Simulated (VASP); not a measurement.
# InAs: how numerical settings change the zone-centre modes

How far do the zone-centre frequencies of InAs depend on the numerical settings? The starting structure is a measured crystal structure from the Crystallography Open Database.

Program: VASP 6.6.1. Level of theory: Kohn-Sham DFT with plane waves and PAW; LDA. Results are calculated unless marked as measured.

### Step 1. The starting structure

The structure is cubic, space group F-43m (No. 216). Conventional cell: a = 6.058 Å, b = 6.058 Å, c = 6.058 Å, α = 90.00°, β = 90.00°, γ = 90.00°. Nearest to In lie 4 As at 2.62 Å. Nearest to As lie 4 In at 2.62 Å. Farther neighbours are not listed.

As a file:

```xyz
2
Lattice="0.0000 3.0290 3.0290 3.0290 0.0000 3.0290 3.0290 3.0290 0.0000" Properties=species:S:1:pos:R:3 pbc="T T T"
In    0.0000    0.0000    0.0000
As    4.5435    4.5435    4.5435
```

### Step 2. Reference modes

The cell comes from a relaxation at this level, not shown (54.88 Å³).

Contents of INCAR:

```
SYSTEM = InAs
PREC = Accurate
ENCUT = 450
EDIFF = 1E-08
NELM = 100
ISMEAR = 0
SIGMA = 0.05
LREAL = .FALSE.
ALGO = Normal
GGA = CA
NBANDS = 15
LORBIT = 11
LWAVE = .FALSE.
LCHARG = .FALSE.
KPAR = 8
IBRION = 8
ISIF = 2
```

Contents of POSCAR:

```
InAs
1.0
    0.0000000000      3.0161874123      3.0161874123
    3.0161874123      0.0000000000      3.0161874123
    3.0161874123      3.0161874123      0.0000000000
In As
1 1
Direct
    0.0000000000      0.0000000000      0.0000000000
    0.7500000000      0.7500000000      0.7500000000
```

Contents of KPOINTS:

```
Automatic mesh
0
Gamma
10 10 10
0 0 0
```

The projector-augmented-wave data sets are In_d and As (LDA family, release 64).

Run with:

```bash
> mpirun -np 8 vasp_std
```

Log:

```text
[banner, memory and clock lines left out]
running    8 mpi-ranks, on    1 nodes
 distrk:  each k-point on    1 cores,    8 groups
 distr:  one band on    1 cores,    1 groups

 POSCAR found type information on POSCAR InAs
 POSCAR found :  2 types and       2 ions
|                                                                             |
|           W    W    AA    RRRRR   N    N  II  N    N   GGGG   !!!           |
|           W    W   A  A   R    R  NN   N  II  NN   N  G    G  !!!           |
|           W    W  A    A  R    R  N N  N  II  N N  N  G       !!!           |
|           W WW W  AAAAAA  RRRRR   N  N N  II  N  N N  G  GGG   !            |
|           WW  WW  A    A  R   R   N   NN  II  N   NN  G    G                |
|           W    W  A    A  R    R  N    N  II  N    N   GGGG   !!!           |
|                                                                             |
|     For optimal performance we recommend to set                             |
|       NCORE = 2 up to number-of-cores-per-socket                            |
|     NCORE specifies how many cores store one orbital (NPAR=cpu/NCORE).      |
|     This setting can greatly improve the performance of VASP for DFT.       |
|     The default, NCORE=1 might be grossly inefficient on modern             |
|     multi-core architectures or massively parallel machines. Do your        |
|     Unfortunately you need to use the default for GW and RPA                |
|     calculations (for HF NCORE is supported but not extensively tested      |
|     yet).                                                                   |
|                                                                             |

 LDA part: xc-table for (Slater(with rela. corr.)+CA(PZ))
 , standard interpolation
 POSCAR, INCAR and KPOINTS ok, starting setup
 FFT: planning ... GRIDC
 FFT: planning ... GRID_SOFT
 FFT: planning ... GRID
 WAVECAR not read
 entering main loop
       N       E                     dE             d eps       ncg     rms          rms(c)
DAV:   1     0.106918914298E+03    0.10692E+03   -0.75982E+03  1417   0.115E+03
DAV:   2    -0.204564697006E+01   -0.10896E+03   -0.10501E+03  1536   0.289E+02
DAV:   3    -0.915258286703E+01   -0.71069E+01   -0.70727E+01  1802   0.765E+01
DAV:   4    -0.933720594478E+01   -0.18462E+00   -0.18449E+00  1743   0.138E+01
DAV:   5    -0.934548592417E+01   -0.82800E-02   -0.82798E-02  2085   0.250E+00    0.473E+00
DAV:   6    -0.907169320027E+01    0.27379E+00   -0.38287E-01  2238   0.111E+01    0.261E+00
DAV:   7    -0.903277621839E+01    0.38917E-01   -0.11137E-01  2021   0.314E+00    0.689E-01
DAV:   8    -0.902938206664E+01    0.33942E-02   -0.11877E-02  1828   0.133E+00    0.219E-01
DAV:   9    -0.902927733834E+01    0.10473E-03   -0.75675E-04  1788   0.251E-01    0.139E-01
DAV:  10    -0.902929971913E+01   -0.22381E-04   -0.11939E-04  2159   0.189E-01    0.695E-02
DAV:  11    -0.902930346923E+01   -0.37501E-05   -0.35554E-05  2145   0.115E-01    0.451E-02
DAV:  12    -0.902930106239E+01    0.24068E-05   -0.51262E-06  2072   0.308E-02    0.653E-03
DAV:  13    -0.902930111656E+01   -0.54170E-07   -0.69705E-07  1830   0.502E-03    0.119E-03
DAV:  14    -0.902930111159E+01    0.49752E-08   -0.23699E-08  1692   0.236E-03
   1 F= -.90293011E+01 E0= -.90292625E+01  d E =-.772005E-04
 Linear response reoptimize wavefunctions to high precision
DAV:   1    -0.902930111194E+01   -0.35402E-09   -0.34143E-09  1501   0.999E-04
DAV:   2    -0.902930111198E+01   -0.43428E-10   -0.91911E-10   993   0.254E-04
 Linear response DOF=           2
 Linear response progress:
  Degree of freedom:   1/  2
       N       E                     dE             d eps       ncg     rms          rms(c)
RMM:   1    -0.235315533223E+00   -0.23532E+00   -0.87867E-02  6934   0.492E+00
RMM:   2    -0.237859030010E+00   -0.25435E-02   -0.13842E-02  8681   0.105E+00    0.799E-02
RMM:   3    -0.237812753927E+00    0.46276E-04   -0.16547E-03  9436   0.324E-01    0.386E-02
RMM:   4    -0.237629726524E+00    0.18303E-03   -0.18223E-04  9686   0.107E-01    0.207E-02
RMM:   5    -0.237580857177E+00    0.48869E-04   -0.10474E-05 10076   0.397E-02    0.771E-03
RMM:   6    -0.237582534818E+00   -0.16776E-05   -0.44639E-06 10087   0.132E-02    0.191E-03
RMM:   7    -0.237593451040E+00   -0.10916E-04   -0.13901E-05 10218   0.395E-03    0.701E-04
RMM:   8    -0.237592505856E+00    0.94518E-06   -0.97118E-06 10182   0.167E-03    0.433E-04
RMM:   9    -0.237591366661E+00    0.11392E-05   -0.35197E-06 10320   0.712E-04    0.931E-05
RMM:  10    -0.237590703384E+00    0.66328E-06   -0.37527E-07 10343   0.304E-04    0.418E-05
RMM:  11    -0.237590611152E+00    0.92232E-07   -0.59272E-07 10946   0.146E-04    0.299E-05
RMM:  12    -0.237590471803E+00    0.13935E-06   -0.27796E-07 10426   0.773E-05    0.264E-05
RMM:  13    -0.237590469128E+00    0.26745E-08   -0.56186E-08  9854   0.488E-05    0.233E-06
 first order change of Fermi-energy  -0.53880E-04
 force on displaced ion       1 direction 1 :  -7.581   0.000   0.000
 Linear response progress:
  Degree of freedom:   2/  2
       N       E                     dE             d eps       ncg     rms          rms(c)
RMM:   1    -0.475712179770E-01   -0.47571E-01    0.63883E-02 10701   0.156E+00
RMM:   2    -0.452637317121E-01    0.23075E-02    0.16228E-03  8109   0.577E-01    0.110E-01
RMM:   3    -0.459597587191E-01   -0.69603E-03   -0.20101E-03  9410   0.248E-01    0.467E-02
RMM:   4    -0.461207706020E-01   -0.16101E-03   -0.16796E-04  9610   0.828E-02    0.107E-02
RMM:   5    -0.461493569063E-01   -0.28586E-04   -0.21460E-05  9923   0.309E-02    0.494E-03
RMM:   6    -0.461330529876E-01    0.16304E-04   -0.29739E-06  9633   0.807E-03    0.158E-03
RMM:   7    -0.461316837956E-01    0.13692E-05   -0.15231E-07 10456   0.269E-03    0.112E-03
RMM:   8    -0.461320003477E-01   -0.31655E-06   -0.43574E-08  9983   0.112E-03    0.652E-04
RMM:   9    -0.461326844643E-01   -0.68412E-06    0.70278E-08  9698   0.405E-04    0.724E-05
RMM:  10    -0.461327467109E-01   -0.62247E-07    0.30014E-08 10470   0.162E-04    0.722E-05
RMM:  11    -0.461327508688E-01   -0.41579E-08   -0.32500E-08 10936   0.618E-05    0.218E-05
 first order change of Fermi-energy   0.36944E-03
 force on displaced ion       2 direction 1 :  -7.574  -0.000  -0.000
 Linear response finished
```

Wall time 31 s (8 MPI ranks of Intel Xeon 6975P-C (Granite Rapids), shared host); peak memory 3.3 GiB; 3.7 min of CPU time.

The logs omit lines about the potential files and the build; timing stands in the text.

From OUTCAR (step 2):

```text
ion  position               nearest neighbor table
   1  0.000  0.000  0.000-   2 2.61   2 2.61   2 2.61   2 2.61
   2  0.750  0.750  0.750-   1 2.61   1 2.61   1 2.61   1 2.61

  LATTYP: Found a face centered cubic cell.
 ALAT       =     6.0323748246

 Subroutine GETGRP returns: Found 24 space group operations
 (whereof 24 operations were pure point group operations)

The static configuration has the point symmetry T_d .

 Found     47 irreducible k-points:

   k-points           NKPTS =     47   k-points in BZ     NKDIM =     47   number of bands    NBANDS=     15

   dimension x,y,z NGX =    30 NGY =   30 NGZ =   30
   dimension x,y,z NGXF=    60 NGYF=   60 NGZF=   60

   ENCUT  =  450.0 eV  33.07 Ry    5.75 a.u.   7.38  7.38  7.38*2*pi/ulx,y,z

   NELECT =      18.0000    total number of electrons

 k-points in reciprocal lattice and weights: Automatic mesh
   0.00000000  0.00000000  0.00000000       0.001
   0.10000000  0.00000000  0.00000000       0.008
   0.20000000  0.00000000  0.00000000       0.008
   0.30000000  0.00000000  0.00000000       0.008
   0.40000000  0.00000000  0.00000000       0.008
   0.50000000  0.00000000  0.00000000       0.004
   0.10000000  0.10000000  0.00000000       0.006
   0.20000000  0.10000000  0.00000000       0.024
   0.30000000  0.10000000  0.00000000       0.024
[...]
-0.30000000  0.40000000  0.20000000       0.024
  -0.30000000  0.50000000  0.20000000       0.012

 average (electrostatic) potential at core
       1 -96.0485       2 -53.0479

  Total       -0.0019838     -0.0019838     -0.0019838     -0.0000000      0.0000000     -0.0000000
  in kB       -0.0579157     -0.0579157     -0.0579157     -0.0000000      0.0000000     -0.0000000
  external PRESSURE =      -0.0579157 kB  Pullay stress =       0.0000000 kB

  energy-cutoff  :      450.00
  volume of cell :       54.88
      direct lattice vectors                 reciprocal lattice vectors
     0.000000000  3.016187412  3.016187412    -0.165772192  0.165772192  0.165772192
     3.016187412  0.000000000  3.016187412     0.165772192 -0.165772192  0.165772192
     3.016187412  3.016187412  0.000000000     0.165772192  0.165772192 -0.165772192

 POSITION                                       TOTAL-FORCE (eV/Angst)
 -----------------------------------------------------------------------------------
      0.00000      0.00000      0.00000         0.000000     -0.000000     -0.000000
      4.52428      4.52428      4.52428        -0.000000      0.000000      0.000000
 -----------------------------------------------------------------------------------
    total drift:                                0.000000      0.000000      0.000000

 Eigenvectors and eigenvalues of the dynamical matrix
 ----------------------------------------------------

   1 f  =    6.390936 THz    40.155437 2PiTHz  213.178686 cm-1    26.430777 meV
             X         Y         Z           dx          dy          dz
      0.000000  0.000000  0.000000     0.106510   -0.581040   -0.214770
      4.524281  4.524281  4.524281    -0.131795    0.718976    0.265755

   2 f  =    6.390936 THz    40.155437 2PiTHz  213.178686 cm-1    26.430777 meV
             X         Y         Z           dx          dy          dz
      0.000000  0.000000  0.000000    -0.607126   -0.141187    0.080878
      4.524281  4.524281  4.524281     0.751256    0.174704   -0.100078

   3 f  =    6.390936 THz    40.155437 2PiTHz  213.178686 cm-1    26.430777 meV
             X         Y         Z           dx          dy          dz
      0.000000  0.000000  0.000000     0.123006   -0.193744    0.585158
      4.524281  4.524281  4.524281    -0.152208    0.239738   -0.724072

   4 f/i=    0.001406 THz     0.008835 2PiTHz    0.046901 cm-1     0.005815 meV
             X         Y         Z           dx          dy          dz
      0.000000  0.000000  0.000000     0.776865   -0.036754    0.007260
      4.524281  4.524281  4.524281     0.627822   -0.029702    0.005867

   5 f/i=    0.001406 THz     0.008835 2PiTHz    0.046901 cm-1     0.005815 meV
             X         Y         Z           dx          dy          dz
      0.000000  0.000000  0.000000    -0.013743   -0.139356    0.765058
      4.524281  4.524281  4.524281    -0.011106   -0.112620    0.618281

   6 f/i=    0.001406 THz     0.008835 2PiTHz    0.046901 cm-1     0.005815 meV
             X         Y         Z           dx          dy          dz
      0.000000  0.000000  0.000000     0.034852    0.764298    0.139844
      4.524281  4.524281  4.524281     0.028166    0.617667    0.113015

 ELASTIC MODULI CONTR FROM IONIC RELAXATION (kBar)
 Direction    XX          YY          ZZ          XY          YZ          ZX
 --------------------------------------------------------------------------------
 XX          -0.0000      0.0000      0.0000     -0.0000      0.0000      0.0000
 YY           0.0000     -0.0000      0.0000     -0.0000     -0.0000      0.0000
 ZZ           0.0000      0.0000     -0.0000      0.0000     -0.0000      0.0000
 XY          -0.0000     -0.0000      0.0000   -229.2236      0.0000      0.0000
 YZ           0.0000     -0.0000     -0.0000      0.0000   -229.2236      0.0000
 ZX           0.0000      0.0000      0.0000      0.0000      0.0000   -229.2236
 --------------------------------------------------------------------------------
```

Energies printed during the response cycles are not total energies of the cell.

Reference: the zone-centre mode is T2 213.2 cm⁻¹.

### Step 3. Modes with a 5×5×5 mesh

Against step 2 the input has a 5×5×5 mesh.

INCAR is that of step 2.

POSCAR is that of step 2.

Contents of KPOINTS:

```
Automatic mesh
0
Gamma
5 5 5
0 0 0
```

Run with:

```bash
> mpirun -np 8 vasp_std
```

Log:

```text
[banner, memory and clock lines left out]
running    8 mpi-ranks, on    1 nodes
[...]
[... a notice as in an earlier step ...]

 LDA part: xc-table for (Slater(with rela. corr.)+CA(PZ))
 , standard interpolation
 POSCAR, INCAR and KPOINTS ok, starting setup
[...]
entering main loop
       N       E                     dE             d eps       ncg     rms          rms(c)
DAV:   1     0.109326286756E+03    0.10933E+03   -0.76854E+03   300   0.123E+03
DAV:   2    -0.171309475360E+01   -0.11104E+03   -0.10605E+03   335   0.285E+02
DAV:   3    -0.910791627506E+01   -0.73948E+01   -0.73475E+01   377   0.774E+01
DAV:   4    -0.930027442922E+01   -0.19236E+00   -0.19229E+00   366   0.139E+01
[...]
DAV:  12    -0.897843379340E+01    0.18119E-05   -0.43631E-06   448   0.290E-02    0.751E-03
DAV:  13    -0.897843382796E+01   -0.34565E-07   -0.64409E-07   370   0.466E-03    0.274E-03
DAV:  14    -0.897843382111E+01    0.68510E-08   -0.35495E-08   405   0.322E-03
   1 F= -.89784338E+01 E0= -.89781253E+01  d E =-.617049E-03
[...]
RMM:  21    -0.237683779838E+00   -0.37699E-07   -0.10858E-08  1065   0.805E-06    0.271E-07
RMM:  22    -0.237683761047E+00    0.18791E-07   -0.33652E-09  1051   0.801E-06    0.174E-07
RMM:  23    -0.237683769220E+00   -0.81730E-08   -0.30292E-09  1045   0.799E-06    0.124E-07
 first order change of Fermi-energy  -0.10353E-03
 force on displaced ion       1 direction 1 :  -6.623  -0.000  -0.000
 Linear response progress:
  Degree of freedom:   2/  2
       N       E                     dE             d eps       ncg     rms          rms(c)
RMM:   1    -0.477074172468E-01   -0.47707E-01    0.63136E-02  1688   0.157E+00
RMM:   2    -0.453978997244E-01    0.23095E-02    0.14378E-03  1283   0.568E-01    0.110E-01
RMM:   3    -0.460976061631E-01   -0.69971E-03   -0.19714E-03  1473   0.246E-01    0.470E-02
RMM:   4    -0.462947002112E-01   -0.19709E-03   -0.19736E-04  1498   0.876E-02    0.106E-02
[...]
RMM:   8    -0.463025514363E-01   -0.54201E-07    0.75340E-08  1588   0.118E-03    0.579E-04
RMM:   9    -0.463029775364E-01   -0.42610E-06    0.19594E-07  1561   0.409E-04    0.117E-04
RMM:  10    -0.463029839524E-01   -0.64160E-08    0.63804E-08  1647   0.155E-04    0.841E-05
 first order change of Fermi-energy   0.44344E-03
 force on displaced ion       2 direction 1 :  -6.615  -0.000  -0.000
 Linear response finished
```

Wall time 12 s (8 MPI ranks); peak memory 1.7 GiB.

From OUTCAR (step 3):

```text
  Total        0.0654266      0.0654266      0.0654266      0.0000000      0.0000000      0.0000000
  in kB        1.9101177      1.9101177      1.9101177      0.0000000      0.0000000      0.0000000
  external PRESSURE =       1.9101177 kB  Pullay stress =       0.0000000 kB

 POSITION                                       TOTAL-FORCE (eV/Angst)
 -----------------------------------------------------------------------------------
      0.00000      0.00000      0.00000        -0.000000      0.000000      0.000000
      4.52428      4.52428      4.52428         0.000000     -0.000000     -0.000000
 -----------------------------------------------------------------------------------
    total drift:                                0.000000      0.000000      0.000000

[... 1 part as in an earlier step ...]

[... 1 further part left out ...]
```

With a 5×5×5 mesh the mode is T2 199.2 cm⁻¹, -14.0 cm⁻¹ from the reference.

### Step 4. Modes with a cutoff of 240 eV

Against step 2 the input has ENCUT = 240.

Changes to INCAR since step 3:

```diff
@@ -2,3 +2,3 @@
 PREC = Accurate
-ENCUT = 450
+ENCUT = 240
 EDIFF = 1E-08
```

POSCAR is that of step 3.

Contents of KPOINTS:

```
Automatic mesh
0
Gamma
10 10 10
0 0 0
```

Run with:

```bash
> mpirun -np 8 vasp_std
```

Log:

```text
[... set-up lines as in an earlier step ...]
 entering main loop
       N       E                     dE             d eps       ncg     rms          rms(c)
DAV:   1     0.841892465689E+02    0.84189E+02   -0.56150E+03  1455   0.710E+02
DAV:   2    -0.491400590453E+01   -0.89103E+02   -0.86322E+02  1606   0.221E+02
DAV:   3    -0.926220807598E+01   -0.43482E+01   -0.43378E+01  1732   0.535E+01
DAV:   4    -0.933914382323E+01   -0.76936E-01   -0.76926E-01  1859   0.827E+00
[...]
DAV:  12    -0.902579346895E+01    0.14513E-05   -0.34451E-06  1792   0.174E-02    0.350E-03
DAV:  13    -0.902579352528E+01   -0.56325E-07   -0.47704E-07  1774   0.461E-03    0.160E-03
DAV:  14    -0.902579352058E+01    0.46923E-08   -0.19268E-08  1468   0.243E-03
   1 F= -.90257935E+01 E0= -.90257549E+01  d E =-.771960E-04
 Linear response reoptimize wavefunctions to high precision
DAV:   1    -0.902579352063E+01   -0.41382E-10   -0.44776E-09  1723   0.555E-04
DAV:   2    -0.902579352066E+01   -0.38881E-10   -0.24236E-10   943   0.108E-04
 Linear response DOF=           2
 Linear response progress:
[...]
RMM:  18    -0.234923522403E+00   -0.45641E-07   -0.35408E-08 10420   0.382E-05    0.267E-05
RMM:  19    -0.234923583795E+00   -0.61392E-07   -0.76595E-09  9828   0.355E-05    0.400E-06
RMM:  20    -0.234923582906E+00    0.88875E-09   -0.32557E-09 10424   0.267E-05    0.293E-06
 first order change of Fermi-energy  -0.49957E-04
 force on displaced ion       1 direction 1 :  -7.621   0.000   0.000
 Linear response progress:
  Degree of freedom:   2/  2
       N       E                     dE             d eps       ncg     rms          rms(c)
RMM:   1    -0.478183975817E-01   -0.47818E-01    0.59877E-02 10632   0.146E+00
RMM:   2    -0.453042556598E-01    0.25141E-02    0.15837E-04  8154   0.515E-01    0.107E-01
RMM:   3    -0.458014889844E-01   -0.49723E-03   -0.15437E-03  9392   0.202E-01    0.461E-02
RMM:   4    -0.459482705675E-01   -0.14678E-03   -0.11396E-04  9478   0.662E-02    0.984E-03
[...]
RMM:   8    -0.459601801141E-01   -0.15845E-06    0.48166E-09  9541   0.706E-04    0.415E-04
RMM:   9    -0.459609023360E-01   -0.72222E-06   -0.16750E-08 10177   0.319E-04    0.186E-04
RMM:  10    -0.459608996840E-01    0.26519E-08   -0.24914E-08 10411   0.139E-04    0.196E-05
 first order change of Fermi-energy   0.37310E-03
 force on displaced ion       2 direction 1 :  -7.598   0.000   0.000
 Linear response finished
```

Run time: 12 s. Hardware: 8 MPI ranks; peak memory 1.8 GiB; 87 s of CPU time.

OUTCAR, selected parts (step 4):

```text
  Total       -0.1848222     -0.1848222     -0.1848222      0.0000000     -0.0000000      0.0000000
  in kB       -5.3958471     -5.3958471     -5.3958471      0.0000000     -0.0000000      0.0000000
  external PRESSURE =      -5.3958471 kB  Pullay stress =       0.0000000 kB

 POSITION                                       TOTAL-FORCE (eV/Angst)
 -----------------------------------------------------------------------------------
      0.00000      0.00000      0.00000        -0.000000     -0.000000      0.000000
      4.52428      4.52428      4.52428         0.000000      0.000000     -0.000000
 -----------------------------------------------------------------------------------
    total drift:                               -0.000000     -0.000000      0.000001

[... 1 part as in an earlier step ...]

[... 1 further part left out ...]
```

With a cutoff of 240 eV the mode is T2 213.6 cm⁻¹, +0.4 cm⁻¹ from the reference.

(Part 1 of 2 ends here.)

[Lines on the potential files, build, host, timing and source positions are cut from VASP's logs without a mark.]

[Logs are printed without paths, hosts, clocks, repeated set-up lines and the standing remarks that a program may print on its own settings, such as how far it seeks lower states.]

[Hosts, paths, dates, database ids (printed as entryN), source tags and the programs' standing remarks are cut or masked in the printed files.]
